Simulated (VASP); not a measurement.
Computed with PBEsol GGA, VASP's PBE PAW potentials (set 64) (plane waves; VASP 6.6.1).

VASP ran on this input.

**INCAR**
```
SYSTEM = WSi2
PREC = Accurate
ENCUT = 500
EDIFF = 1E-6
NELM = 100
ALGO = Normal
LREAL = .FALSE.
LASPH = .TRUE.
ISMEAR = 1
SIGMA = 0.1
GGA = PS
LMAXMIX = 6
LWAVE = .FALSE.
LCHARG = .FALSE.
IBRION = 2
ISIF = 3
NSW = 40
EDIFFG = -0.02
```

**POSCAR**
```
WSi2
1.0
 -1.6018400607   1.6018400607   3.9096280755
  1.6018400607  -1.6018400607   3.9096280755
  1.6018400607   1.6018400607  -3.9096280755
Si W
2 1
direct
  0.6655364187   0.6655364187   0.0000000000
  0.3344635813   0.3344635813   0.0000000000
  0.0000000000   0.0000000000   0.0000000000
```

### KPOINTS
```
Automatic mesh
0
Gamma
13 13 13
0 0 0
```

POTCAR, in this order: Si W_sv (PBE.64 set). Program: vasp_std.

The resulting files:

File OSZICAR:
```
       N       E                     dE             d eps       ncg     rms          rms(c)
DAV:   1     0.122770784415E+03    0.12277E+03   -0.10977E+04  5880   0.145E+03
DAV:   2    -0.233891074198E+02   -0.14616E+03   -0.14394E+03  6720   0.354E+02
DAV:   3    -0.274876446136E+02   -0.40985E+01   -0.40071E+01  7924   0.512E+01
DAV:   4    -0.275161230535E+02   -0.28478E-01   -0.28469E-01  6629   0.498E+00
DAV:   5    -0.275164679617E+02   -0.34491E-03   -0.34490E-03  7924   0.555E-01    0.264E+01
DAV:   6    -0.267619168147E+02    0.75455E+00   -0.41441E+00  7098   0.154E+01    0.933E+00
DAV:   7    -0.266653626100E+02    0.96554E-01   -0.26686E-01  6622   0.310E+00    0.454E+00
DAV:   8    -0.266410946860E+02    0.24268E-01   -0.45011E-02  7595   0.182E+00    0.296E-01
DAV:   9    -0.266405330368E+02    0.56165E-03   -0.12721E-03  7063   0.288E-01    0.168E-01
DAV:  10    -0.266404013523E+02    0.13168E-03   -0.31406E-04  7098   0.180E-01    0.386E-02
DAV:  11    -0.266403959623E+02    0.53900E-05   -0.32803E-05  7476   0.474E-02    0.149E-02
DAV:  12    -0.266403959089E+02    0.53406E-07   -0.12016E-06  4725   0.838E-03
   1 F= -.26640396E+02 E0= -.26640376E+02  d E =-.266404E+02
```

File OUTCAR:
```
------------------------ aborting loop because EDIFF is reached ----------------------------------------
  FORCE on cell =-STRESS in cart. coord.  units (eV):
  Direction    XX          YY          ZZ          XY          YZ          ZX
  --------------------------------------------------------------------------------------
  Total        0.0148258      0.0148258     -0.0010906      0.0000000      0.0000000      0.0000000
  in kB        0.5919646      0.5919646     -0.0435465      0.0000000      0.0000000      0.0000000
  external PRESSURE =       0.3801276 kB  Pullay stress =       0.0000000 kB
  volume of cell :       40.13
      direct lattice vectors                 reciprocal lattice vectors
    -1.601840061  1.601840061  3.909628076     0.000000000  0.312141026  0.127889403
     1.601840061 -1.601840061  3.909628076     0.312141026  0.000000000  0.127889403
     1.601840061  1.601840061 -3.909628076     0.312141026  0.312141026  0.000000000
 POSITION                                       TOTAL-FORCE (eV/Angst)
 -----------------------------------------------------------------------------------
      0.00000      0.00000      5.20400         0.000000      0.000000     -0.000255
      0.00000      0.00000      2.61526        -0.000000     -0.000000      0.000255
      0.00000      0.00000      0.00000        -0.000000     -0.000000      0.000000
 -----------------------------------------------------------------------------------
    total drift:                               -0.000000      0.000000      0.000000
  FREE ENERGIE OF THE ION-ELECTRON SYSTEM (eV)
  ---------------------------------------------------
  free  energy   TOTEN  =       -26.6403959089 eV

  energy  without entropy=      -26.6403356761  energy(sigma->0) =      -26.64037583

 reached required accuracy - stopping structural energy minimisation
```
(Selected blocks of OUTCAR.)

**OUTCAR**
```
 val. band max:       11.9621274231   @ k =  -0.3846  -0.4615   0.3846

 cond. band min:      12.0360396545   @ k =  -0.3846  -0.4615   0.3077


 Fermi energy:        12.0119057548

 k-point     1 :       0.0000    0.0000    0.0000
  band No.  band energies     occupation
      1     -61.8192      2.00000
      2     -26.0922      2.00000
      3     -26.0648      2.00000
      4     -26.0648      2.00000
      5      -2.1659      2.00000
      6       5.0593      2.00000
      7       8.2403      2.00000
      8       8.5782      2.00000
      9       9.1122      2.00000
     10       9.1122      2.00000
     11      12.5977     -0.00000
     12      14.7855      0.00000
     13      14.8442      0.00000
     14      15.1031      0.00000
     15      15.1031      0.00000

 k-point     2 :       0.0769    0.0000   -0.0000
  band No.  band energies     occupation
      1     -61.8187      2.00000
      2     -26.0912      2.00000
      3     -26.0780      2.00000
      4     -26.0636      2.00000
      5      -2.0518      2.00000
      6       5.0711      2.00000
      7       7.8776      2.00000
      8       8.5826      2.00000
      9       9.1885      2.00000
     10       9.2601      2.00000
     11      12.1538     -0.06215
     12      14.4517      0.00000
     13      14.7177      0.00000
     14      15.1900      0.00000
     15      15.6112      0.00000

 k-point     3 :       0.1538    0.0000    0.0000
  band No.  band energies     occupation
      1     -61.8175      2.00000
      2     -26.1146      2.00000
      3     -26.0884      2.00000
      4     -26.0603      2.00000
      5      -1.7142      2.00000
      6       5.0680      2.00000
      7       7.2007      2.00000
      8       8.5202      2.00000
      9       9.4065      2.00000
     10       9.4332      2.00000
     11      11.3674      2.00000
     12      13.6891     -0.00000
     13      14.3146      0.00000
     14      15.9793      0.00000
     15      16.3701      0.00000
...
```

Unless said otherwise, spin-orbit coupling is left out, though it shifts the bands of the heavy elements here.

The compound is WSi2 in the MoSi2 type structure. It was relaxed first.
